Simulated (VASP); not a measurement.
VASP input:

### POSCAR
```
WC
2.89680
  0.5123239437  -0.8873712372   0.0000000000
  0.5123239437   0.8873712372   0.0000000000
  0.0000000000   0.0000000000   1.0000000000
W C
1 1
Cart
  0.0000000000   0.0000000000   0.0000000000
  0.5123239437   0.2957910040   0.5000000000
```

**KPOINTS**
```
Automatic mesh
0
Gamma
13 13 11
0 0 0
```

**INCAR**
```
LASPH  =  T
ISIF  =  2   # forces and stress, cell fixed
LREAL  =  F   # projection in real space or not
LCHARG  =  F
ISMEAR  =  1   # Methfessel-Paxton
SYSTEM  =  WC
SIGMA  =  0.1   # width (eV)
ALGO  =  Normal   # blocked Davidson
EDIFF  =  1E-6
LWAVE  =  F
NELM  =  100
GGA  =  PE   # PBE
ENCUT  =  520   # plane-wave cut-off (eV)
LMAXMIX  =  6   # l cut-off of mixed one-centre charges
PREC  =  Low
```

POTCAR, in this order: W_sv C (PBE.64 set). Program: vasp_std.

Task: Translate this PBE calculation to Quantum ESPRESSO's pw.x.

Result: One equivalent input (not run):
```
&CONTROL
  calculation = 'scf'
  pseudo_dir = './pseudo'
  outdir = './out'
  tprnfor = .true.
  tstress = .true.
/
&SYSTEM
  ibrav = 0
  nat = 2
  ntyp = 2
  ecutwfc = 82
  occupations = 'smearing'
  smearing = 'methfessel-paxton'
  degauss = 0.00735
  input_dft = 'pbe'
/
&ELECTRONS
  conv_thr = 7.3e-08
  electron_maxstep = 100
/
ATOMIC_SPECIES
  W 183.840 W.upf
  C 12.011 C.upf
CELL_PARAMETERS angstrom
     1.4841000   -2.5705370    0.0000000
     1.4841000    2.5705370    0.0000000
     0.0000000    0.0000000    2.8968000
ATOMIC_POSITIONS crystal
  W    0.0000000  0.0000000  0.0000000
  C    0.3333330  0.6666670  0.5000000
K_POINTS automatic
  13 13 11 0 0 0
```
What does not carry over: the potentials are each code's own (VASP's PAW set, PseudoDojo norm-conserving files in pw.x), so ENCUT and ecutwfc are chosen apart and not converted; conv_thr bounds pw.x's estimated SCF error, while EDIFF bounds the energy change between steps.

The compound is WC in the wc structure. The cell was not relaxed at this level. The run is one of a series of settings (PREC = Low against the base run), some of them coarse on purpose.
